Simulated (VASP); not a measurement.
Here is the system:

```xyz
2
Lattice="0.0000 2.7698 2.7698 2.7698 0.0000 2.7698 2.7698 2.7698 0.0000" Properties=species:S:1:pos:R:3 pbc="T T T"
Si     0.0000     0.0000     0.0000
Si     1.3849     1.3849     1.3849
```

Computed with PBE GGA, VASP's PBE PAW potentials (set 64) (plane waves; VASP). Settings: 400 eV cut-off, KSPACING 0.8 per Å, Gaussian smearing of 0.050 eV, potentials Si.

Q: Give the stress tensor in GPa (positive for a compressed cell).

A: 
```
-1.58   0.00   0.00
 0.00  -1.58   0.00
 0.00   0.00  -1.58
```
The pressure is its mean diagonal, -1.58 GPa.

The compound is Si in the diamond structure. The cell was not relaxed at this level. The run is one of a series of settings (KGAMMA = .FALSE., KSPACING = 0.8, KPOINTS file removed against the base run), some of them coarse on purpose.
